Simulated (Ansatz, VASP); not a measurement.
# Cross-check of MgTiTe3 between VASP and Ansatz

One calculation is typed for both programs; each brings its own data sets. How far apart do they land? The cell is generated by rule, not measured, and may not be a known phase. The cell is taken from a series of runs on this material, whose earlier steps may have relaxed, scaled, displaced or heated it; both programs get it as it stands.

Calculated with Ansatz 0.2.0; plane waves, with VASP 6.6.1 beside it; zone-centre phonons at PBE with D3(BJ).

The structure was built from a prototype and need not be the compound's stable phase.

### Step 1. The structure

It takes space group P4mm (No. 99, tetragonal). Conventional cell: a = 5.478 Å, b = 5.478 Å, c = 5.464 Å, α = 90.00°, β = 90.00°, γ = 90.00°. Mg has 4 Te at 2.86 Å nearest. Nearest to Ti lie 6 Te at 2.46 to 3.01 Å. Te has 2 Ti at 2.46 to 3.01 Å nearest. Nearest to Te lie 2 Ti at 2.83 Å and 2 Mg at 2.86 Å. Farther neighbours and most contacts between anions are not listed.

As a file:

```cif
data_structure
_symmetry_space_group_name_H-M 'P4mm'
_symmetry_Int_Tables_number 99
_cell_length_a 5.4778
_cell_length_b 5.4778
_cell_length_c 5.4637
_cell_angle_alpha 90.000
_cell_angle_beta 90.000
_cell_angle_gamma 90.000
_cell_volume 163.94
loop_
_atom_site_label
_atom_site_type_symbol
_atom_site_symmetry_multiplicity
_atom_site_Wyckoff_symbol
_atom_site_fract_x
_atom_site_fract_y
_atom_site_fract_z
_atom_site_occupancy
Mg1 Mg 1 a 0.00000 0.00000 0.76940 1
Ti1 Ti 1 b 0.50000 0.50000 0.48981 1
Te1 Te 1 b 0.50000 0.50000 0.04030 1
Te2 Te 2 c 0.50000 0.00000 0.62175 1
```

### Step 2. VASP: zone-centre phonons, PBE with D3(BJ)

Second derivatives magnify differences that forces hide, and they need a tight electronic threshold.

Lines of VASP's logs that name or quote its potential files are left out, and so is its time.

Contents of INCAR:

```
SYSTEM = MgTiTe3
PREC = Accurate
ENCUT = 600
EDIFF = 1E-08
NELM = 120
ISMEAR = 1
SIGMA = 0.2
LREAL = .FALSE.
ALGO = Normal
GGA = PE
IVDW = 12
NBANDS = 22
LASPH = .TRUE.
LORBIT = 11
LWAVE = .FALSE.
LCHARG = .FALSE.
ISIF = 2
IBRION = 6
NFREE = 2
POTIM = 0.015
NSW = 1
GGA_COMPAT = .FALSE.
KPAR = 2
```

Contents of POSCAR:

```
MgTiTe3
1.0
    5.4777658673      0.0000000000      0.0000000000
    0.0000000000      5.4777658673      0.0000000000
    0.0000000000      0.0000000000      5.4637026632
Mg Ti Te
1 1 3
Direct
    0.0000000000      0.0000000000      0.7694008361
    0.5000000000      0.5000000000      0.4898131398
    0.5000000000      0.5000000000      0.0402955509
    0.5000000000      0.0000000000      0.6217452365
    0.0000000000      0.5000000000      0.6217452365
```

Contents of KPOINTS:

```
Automatic mesh
0
Gamma
8 8 8
0 0 0
```

Potentials, in the order of the species: Mg, Ti_sv and Te (PBE family, release 64).

Run with:

```
> mpirun -np 2 vasp_std
```

Numbers of over 12 decimals in the logs are rounded to 6 here.

Log:

```text
[banner, memory and clock lines left out]
running    2 mpi-ranks, on    1 nodes
 distrk:  each k-point on    1 cores,    2 groups
 distr:  one band on    1 cores,    1 groups

 POSCAR found type information on POSCAR MgTiTe
 POSCAR found :  3 types and       5 ions
 LDA part: xc-table for (Slater+PW92), standard interpolation
 POSCAR, INCAR and KPOINTS ok, starting setup
 FFT: planning ... GRIDC
 FFT: planning ... GRID_SOFT
 FFT: planning ... GRID
 WAVECAR not read
 entering main loop
       N       E                     dE             d eps       ncg     rms          rms(c)
DAV:   1     0.235917569674E+03    0.23592E+03   -0.14438E+04  3436   0.139E+03
DAV:   2     0.614378059153E+01   -0.22977E+03   -0.22066E+03  3712   0.303E+02
DAV:   3    -0.214264988475E+02   -0.27570E+02   -0.26377E+02  5782   0.907E+01
DAV:   4    -0.234126502880E+02   -0.19862E+01   -0.19769E+01  4888   0.222E+01
DAV:   5    -0.235212091276E+02   -0.10856E+00   -0.10854E+00  4620   0.459E+00    0.120E+01
DAV:   6    -0.249741862206E+02   -0.14530E+01   -0.17274E+01  4584   0.386E+01    0.235E+01
DAV:   7    -0.211746560370E+02    0.37995E+01   -0.20238E+01  4730   0.460E+01    0.807E+00
DAV:   8    -0.207302645093E+02    0.44439E+00   -0.13157E+00  3704   0.811E+00    0.343E+00
DAV:   9    -0.205921436187E+02    0.13812E+00   -0.63359E-01  4818   0.715E+00    0.210E+00
DAV:  10    -0.205783649270E+02    0.13779E-01   -0.12021E-01  4348   0.395E+00    0.824E-01
DAV:  11    -0.205706593187E+02    0.77056E-02   -0.10294E-02  3934   0.103E+00    0.509E-01
DAV:  12    -0.205704082310E+02    0.25109E-03   -0.40617E-03  3886   0.389E-01    0.253E-01
DAV:  13    -0.205707630817E+02   -0.35485E-03   -0.68559E-04  3792   0.134E-01    0.150E-01
DAV:  14    -0.205708345687E+02   -0.71487E-04   -0.19109E-04  4080   0.111E-01    0.734E-02
DAV:  15    -0.205709234601E+02   -0.88891E-04   -0.13509E-04  3582   0.531E-02    0.103E-02
DAV:  16    -0.205709391866E+02   -0.15727E-04   -0.16933E-05  3790   0.170E-02    0.134E-02
DAV:  17    -0.205709433973E+02   -0.42107E-05   -0.55945E-06  3510   0.127E-02    0.755E-03
DAV:  18    -0.205709432574E+02    0.13999E-06   -0.37488E-07  4104   0.600E-03    0.479E-03
DAV:  19    -0.205709433882E+02   -0.13085E-06   -0.82778E-08  3542   0.177E-03    0.225E-03
DAV:  20    -0.205709434055E+02   -0.17299E-07   -0.17725E-08  3040   0.108E-03    0.938E-04
DAV:  21    -0.205709433995E+02    0.60031E-08   -0.14535E-08  2468   0.892E-04
   1 F= -.22317345E+02 E0= -.22320016E+02  d E =0.801345E-02
[... from here on, the cycles between the ionic steps are left out ...]
   2 F= -.22316965E+02 E0= -.22319637E+02  d E =0.801470E-02
   3 F= -.22316965E+02 E0= -.22319637E+02  d E =0.801470E-02
  12 F= -.22315853E+02 E0= -.22318574E+02  d E =0.816225E-02
  13 F= -.22315821E+02 E0= -.22318457E+02  d E =0.790736E-02
  14 F= -.22316961E+02 E0= -.22319647E+02  d E =0.805908E-02
  15 F= -.22316961E+02 E0= -.22319647E+02  d E =0.805908E-02
  16 F= -.22316484E+02 E0= -.22319155E+02  d E =0.801205E-02
  17 F= -.22316484E+02 E0= -.22319155E+02  d E =0.801203E-02
  18 F= -.22317240E+02 E0= -.22319971E+02  d E =0.819365E-02
 Finite differences progress:
  Degree of freedom:   9/  9
  Displacement:        1/  2
  Total:              17/ 18
 bond charge predicted
       N       E                     dE             d eps       ncg     rms          rms(c)
DAV:   1    -0.205694314495E+02    0.15613E-02   -0.37925E-01  5514   0.233E+00    0.166E-01
DAV:   2    -0.205706340413E+02   -0.12026E-02   -0.12790E-02  6676   0.486E-01    0.106E-01
DAV:   3    -0.205706373629E+02   -0.33217E-05   -0.29642E-04  7052   0.154E-01    0.791E-02
DAV:   4    -0.205706111129E+02    0.26250E-04   -0.44704E-05  7002   0.841E-02    0.644E-02
DAV:   5    -0.205706009644E+02    0.10148E-04   -0.82064E-05  5932   0.495E-02    0.190E-02
DAV:   6    -0.205706019573E+02   -0.99284E-06   -0.92180E-06  6310   0.141E-02    0.520E-03
DAV:   7    -0.205706019153E+02    0.41965E-07   -0.72748E-07  6202   0.463E-03    0.223E-03
DAV:   8    -0.205706019496E+02   -0.34309E-07   -0.27089E-07  5842   0.238E-03    0.719E-04
DAV:   9    -0.205706019759E+02   -0.26334E-07   -0.24165E-08  5298   0.732E-04    0.314E-04
DAV:  10    -0.205706019857E+02   -0.97052E-08   -0.39959E-09  3508   0.350E-04
  19 F= -.22317158E+02 E0= -.22319768E+02  d E =0.782978E-02
 Finite differences progress:
  Degree of freedom:   9/  9
  Displacement:        2/  2
  Total:              18/ 18
```

Parts of OUTCAR (step 2):

```text
ion  position               nearest neighbor table
   1  0.000  0.000  0.769-   4 2.86   5 2.86   5 2.86   4 2.86
   2  0.500  0.500  0.490-   3 2.46   4 2.83   5 2.83   4 2.83   5 2.83   3 3.01
   3  0.500  0.500  0.040-   2 2.46   2 3.01   5 3.57   4 3.57   4 3.57   5 3.57
   4  0.500  0.000  0.622-   2 2.83   2 2.83   1 2.86   1 2.86   3 3.57   3 3.57
   5  0.000  0.500  0.622-   2 2.83   2 2.83   1 2.86   1 2.86   3 3.57   3 3.57

  LATTYP: Found a simple tetragonal cell.
 ALAT       =     5.4777658673
 C/A-ratio  =     0.9974326752

 Subroutine GETGRP returns: Found  8 space group operations
 (whereof  8 operations were pure point group operations)

The static configuration has the point symmetry C_4v.

 Found     75 irreducible k-points:

   k-points           NKPTS =     75   k-points in BZ     NKDIM =     75   number of bands    NBANDS=     22

   dimension x,y,z NGX =    48 NGY =   48 NGZ =   48
   dimension x,y,z NGXF=    96 NGYF=   96 NGZF=   96

   ENCUT  =  600.0 eV  44.10 Ry    6.64 a.u.  10.94 10.94 10.91*2*pi/ulx,y,z

   NELECT =      32.0000    total number of electrons

 k-points in reciprocal lattice and weights: Automatic mesh
   0.00000000  0.00000000  0.00000000       0.002
   0.12500000  0.00000000  0.00000000       0.008
   0.25000000  0.00000000  0.00000000       0.008
   0.37500000  0.00000000  0.00000000       0.008
   0.50000000  0.00000000  0.00000000       0.004
   0.12500000  0.12500000  0.00000000       0.008
   0.25000000  0.12500000  0.00000000       0.016
   0.37500000  0.12500000  0.00000000       0.016
   0.50000000  0.12500000  0.00000000       0.008
[...]
0.50000000  0.37500000  0.50000000       0.008
   0.50000000  0.50000000  0.50000000       0.002

 Edisp (eV)   -1.74625

 average (electrostatic) potential at core
[...]
POSITION                                       TOTAL-FORCE (eV/Angst)
 -----------------------------------------------------------------------------------
      0.00000      0.00000      4.20378         0.000000      0.000000     -0.011997
      2.73888      2.73888      2.67619         0.000000      0.000000     -0.011211
      2.73888      2.73888      0.22016         0.000000      0.000000     -0.011841
      2.73888      0.00000      3.38203         0.000000      0.000000      0.021670
      0.00000      2.73888      3.39703         0.000000      0.000000      0.013379
 -----------------------------------------------------------------------------------
    total drift:                                0.000000      0.000000      0.000951

  FREE ENERGIE OF THE ION-ELECTRON SYSTEM (eV)
  ---------------------------------------------------
  free  energy   TOTEN  =       -22.3171582183 eV

  energy  without entropy=      -22.3249880020  energy(sigma->0) =      -22.31976815

 Eigenvectors and eigenvalues of the dynamical matrix
 ----------------------------------------------------

   1 f  =    9.425353 THz    59.221238 2PiTHz  314.395925 cm-1    38.980109 meV
             X         Y         Z           dx          dy          dz
      0.000000  0.000000  4.203777    -0.000000    0.000000   -0.042147
      2.738883  2.738883  2.676193     0.000000    0.000000    0.864247
      2.738883  2.738883  0.220163    -0.000000   -0.000000   -0.501253
      2.738883  0.000000  3.397031     0.000000   -0.000000   -0.004835
      0.000000  2.738883  3.397031     0.000000    0.000000   -0.004835

   2 f  =    6.459114 THz    40.583812 2PiTHz  215.452860 cm-1    26.712738 meV
             X         Y         Z           dx          dy          dz
      0.000000  0.000000  4.203777     0.220432    0.843802    0.000000
      2.738883  2.738883  2.676193    -0.042649   -0.163258    0.000000
      2.738883  2.738883  0.220163    -0.009599   -0.036746    0.000000
      2.738883  0.000000  3.397031    -0.106253    0.175155   -0.000000
      0.000000  2.738883  3.397031     0.045757   -0.406731    0.000000

   3 f  =    6.459114 THz    40.583812 2PiTHz  215.452860 cm-1    26.712738 meV
             X         Y         Z           dx          dy          dz
      0.000000  0.000000  4.203777     0.843802   -0.220432    0.000000
      2.738883  2.738883  2.676193    -0.163258    0.042649   -0.000000
      2.738883  2.738883  0.220163    -0.036746    0.009599   -0.000000
      2.738883  0.000000  3.397031    -0.406731   -0.045757   -0.000000
      0.000000  2.738883  3.397031     0.175155    0.106253   -0.000000

   4 f  =    5.735161 THz    36.035081 2PiTHz  191.304390 cm-1    23.718711 meV
             X         Y         Z           dx          dy          dz
      0.000000  0.000000  4.203777     0.021203   -0.266898   -0.000000
      2.738883  2.738883  2.676193     0.060008   -0.755377   -0.000000
      2.738883  2.738883  0.220163     0.001607   -0.020223   -0.000000
      2.738883  0.000000  3.397031    -0.000526    0.592830   -0.000000
      0.000000  2.738883  3.397031    -0.047095    0.006618   -0.000000

   5 f  =    5.735161 THz    36.035081 2PiTHz  191.304390 cm-1    23.718711 meV
             X         Y         Z           dx          dy          dz
      0.000000  0.000000  4.203777     0.266898    0.021203   -0.000000
      2.738883  2.738883  2.676193     0.755377    0.060008    0.000000
      2.738883  2.738883  0.220163     0.020223    0.001607    0.000000
      2.738883  0.000000  3.397031    -0.006618   -0.047095   -0.000000
      0.000000  2.738883  3.397031    -0.592830   -0.000526    0.000000

   6 f  =    3.672533 THz    23.075206 2PiTHz  122.502517 cm-1    15.188370 meV
             X         Y         Z           dx          dy          dz
      0.000000  0.000000  4.203777    -0.000000    0.000000   -0.939450
      2.738883  2.738883  2.676193    -0.000000    0.000000   -0.059819
      2.738883  2.738883  0.220163     0.000000   -0.000000   -0.028733
      2.738883  0.000000  3.397031    -0.000000    0.000000    0.237728
      0.000000  2.738883  3.397031    -0.000000    0.000000    0.237728

   7 f  =    2.676773 THz    16.818662 2PiTHz   89.287542 cm-1    11.070239 meV
             X         Y         Z           dx          dy          dz
      0.000000  0.000000  4.203777     0.000000   -0.000000   -0.249386
      2.738883  2.738883  2.676193    -0.000000    0.000000    0.379932
      2.738883  2.738883  0.220163     0.000000   -0.000000    0.683825
      2.738883  0.000000  3.397031     0.000000    0.000000   -0.403634
      0.000000  2.738883  3.397031    -0.000000   -0.000000   -0.403634

   8 f  =    2.540689 THz    15.963617 2PiTHz   84.748250 cm-1    10.507439 meV
             X         Y         Z           dx          dy          dz
      0.000000  0.000000  4.203777    -0.056582    0.050110   -0.000000
      2.738883  2.738883  2.676193     0.340285   -0.301358    0.000000
      2.738883  2.738883  0.220163    -0.536438    0.475071    0.000000
      2.738883  0.000000  3.397031    -0.037459   -0.345591   -0.000000
      0.000000  2.738883  3.397031     0.390232    0.033174   -0.000000

   9 f  =    2.540689 THz    15.963617 2PiTHz   84.748250 cm-1    10.507439 meV
             X         Y         Z           dx          dy          dz
      0.000000  0.000000  4.203777    -0.050110   -0.056582   -0.000000
      2.738883  2.738883  2.676193     0.301358    0.340285   -0.000000
      2.738883  2.738883  0.220163    -0.475071   -0.536438    0.000000
      2.738883  0.000000  3.397031    -0.033174    0.390232   -0.000000
      0.000000  2.738883  3.397031     0.345591   -0.037459   -0.000000

  10 f  =    1.050397 THz     6.599839 2PiTHz   35.037475 cm-1     4.344091 meV
             X         Y         Z           dx          dy          dz
      0.000000  0.000000  4.203777     0.000000    0.000000   -0.000000
      2.738883  2.738883  2.676193     0.000000    0.000000   -0.000000
      2.738883  2.738883  0.220163     0.000000    0.000000   -0.000000
      2.738883  0.000000  3.397031     0.000000    0.000000   -0.707107
      0.000000  2.738883  3.397031     0.000000    0.000000    0.707107

  11 f/i=    0.000100 THz     0.000628 2PiTHz    0.003336 cm-1     0.000414 meV
             X         Y         Z           dx          dy          dz
      0.000000  0.000000  4.203777    -0.138518   -0.184981    0.000000
      2.738883  2.738883  2.676193    -0.194464   -0.259694    0.000000
      2.738883  2.738883  0.220163    -0.317505   -0.424008    0.000000
      2.738883  0.000000  3.397031    -0.317327   -0.423913    0.000000
      0.000000  2.738883  3.397031    -0.317434   -0.423770    0.000000

  12 f/i=    0.000100 THz     0.000628 2PiTHz    0.003336 cm-1     0.000414 meV
             X         Y         Z           dx          dy          dz
      0.000000  0.000000  4.203777     0.184981   -0.138518    0.000000
      2.738883  2.738883  2.676193     0.259694   -0.194464    0.000000
      2.738883  2.738883  0.220163     0.424008   -0.317505    0.000000
      2.738883  0.000000  3.397031     0.423770   -0.317434    0.000000
      0.000000  2.738883  3.397031     0.423913   -0.317327    0.000000

  13 f/i=    0.000788 THz     0.004950 2PiTHz    0.026279 cm-1     0.003258 meV
             X         Y         Z           dx          dy          dz
      0.000000  0.000000  4.203777    -0.000000   -0.000000   -0.231222
      2.738883  2.738883  2.676193    -0.000000   -0.000000   -0.324269
      2.738883  2.738883  0.220163    -0.000000   -0.000000   -0.529437
      2.738883  0.000000  3.397031    -0.000000   -0.000000   -0.529661
      0.000000  2.738883  3.397031    -0.000000   -0.000000   -0.529661

  14 f/i=    1.252914 THz     7.872292 2PiTHz   41.792721 cm-1     5.181635 meV
             X         Y         Z           dx          dy          dz
      0.000000  0.000000  4.203777    -0.100090    0.313986    0.000000
      2.738883  2.738883  2.676193     0.088790   -0.278535    0.000000
      2.738883  2.738883  0.220163     0.137209   -0.430428    0.000000
      2.738883  0.000000  3.397031    -0.223279   -0.236048    0.000000
      0.000000  2.738883  3.397031     0.075246    0.700429    0.000000

  15 f/i=    1.252914 THz     7.872292 2PiTHz   41.792721 cm-1     5.181635 meV
             X         Y         Z           dx          dy          dz
      0.000000  0.000000  4.203777    -0.313986   -0.100090    0.000000
      2.738883  2.738883  2.676193     0.278535    0.088790    0.000000
      2.738883  2.738883  0.220163     0.430428    0.137209    0.000000
      2.738883  0.000000  3.397031    -0.700429    0.075246    0.000000
      0.000000  2.738883  3.397031     0.236048   -0.223279   -0.000000

 ELASTIC MODULI CONTR FROM IONIC RELAXATION (kBar)
 Direction    XX          YY          ZZ          XY          YZ          ZX
 --------------------------------------------------------------------------------
 XX        -160.5302   -133.5842    -22.7640      0.0000     -0.0000      0.0000
 YY        -133.5842   -160.5302    -22.7640      0.0000     -0.0000      0.0000
 ZZ         -22.7640    -22.7640   -497.3978      0.0000     -0.0000      0.0000
 XY           0.0000      0.0000      0.0000      0.0000      0.0000      0.0000
 YZ          -0.0000     -0.0000     -0.0000      0.0000    -44.2216     -0.0000
 ZX           0.0000      0.0000      0.0000      0.0000     -0.0000    -44.2217
 --------------------------------------------------------------------------------

 total charge
# of ion       s       p       d       tot
------------------------------------------
    1        0.177   0.101   0.023   0.301
    2        2.171   6.108   1.897  10.175
    3        1.387   2.018   0.024   3.430
    4        1.357   2.079   0.026   3.463
    5        1.357   2.079   0.026   3.463
--------------------------------------------------
tot          6.450  12.386   1.997  20.832
```

Levels, forces or a CONTCAR printed for this step are those of its last displaced cell, not of the structure at rest.

(Part 1 of 2 ends here.)

[Lines on the potential files, build, host, timing and source positions are cut from VASP's logs without a mark.]

[Logs are printed without paths, hosts, clocks, repeated set-up lines and the standing remarks that a program may print on its own settings, such as how far it seeks lower states.]

[Hosts, paths, dates, database ids (printed as entryN), source tags and the programs' standing remarks are cut or masked in the printed files.]
